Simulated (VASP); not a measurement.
OSZICAR of a VASP run on AlN (space group P6_3mc):

### OSZICAR
```
       N       E                     dE             d eps       ncg     rms          rms(c)
DAV:   1     0.366634853666E+02    0.36663E+02   -0.65386E+03  1352   0.963E+02
DAV:   2    -0.325145528656E+02   -0.69178E+02   -0.64015E+02  1924   0.192E+02
DAV:   3    -0.356193706156E+02   -0.31048E+01   -0.30941E+01  1748   0.448E+01
DAV:   4    -0.356426159599E+02   -0.23245E-01   -0.23241E-01  1508   0.451E+00
DAV:   5    -0.356429465142E+02   -0.33055E-03   -0.33055E-03  1720   0.544E-01    0.115E+01
DAV:   6    -0.313682899756E+02    0.42747E+01   -0.15286E+01  1596   0.284E+01    0.433E+00
DAV:   7    -0.313390508170E+02    0.29239E-01   -0.50684E-01  1492   0.544E+00    0.290E+00
DAV:   8    -0.313086431179E+02    0.30408E-01   -0.73108E-02  1540   0.265E+00    0.479E-01
DAV:   9    -0.313045417734E+02    0.41013E-02   -0.15965E-02  1668   0.915E-01    0.247E-01
DAV:  10    -0.313048273859E+02   -0.28561E-03   -0.11794E-03  1592   0.262E-01    0.160E-01
DAV:  11    -0.313047726501E+02    0.54736E-04   -0.13975E-04  1576   0.893E-02    0.328E-02
DAV:  12    -0.313047723550E+02    0.29505E-06   -0.21417E-06  1428   0.148E-02
   1 F= -.31304772E+02 E0= -.31304772E+02  d E =-.188370E-11
```

Problem. Which electronic solver shows in the log?

Solution. It is blocked Davidson (ALGO = Normal, or the opening steps of other solvers). The INCAR had ALGO = Normal.

Problem. Can the final energy be trusted as converged?

Solution. The calculation finished and met its thresholds. It stopped with EDIFF = 1E-6, NELM = 100 (PBEsol GGA, plane waves, VASP's PBE PAW potentials (set 64)).

The structure comes from a computed database's AlN entry (P6_3mc); how it stands against other phases isn't given here. The cell was not relaxed at this level. The run is one of a series of settings (GGA = PS against the base run), some of them coarse on purpose.
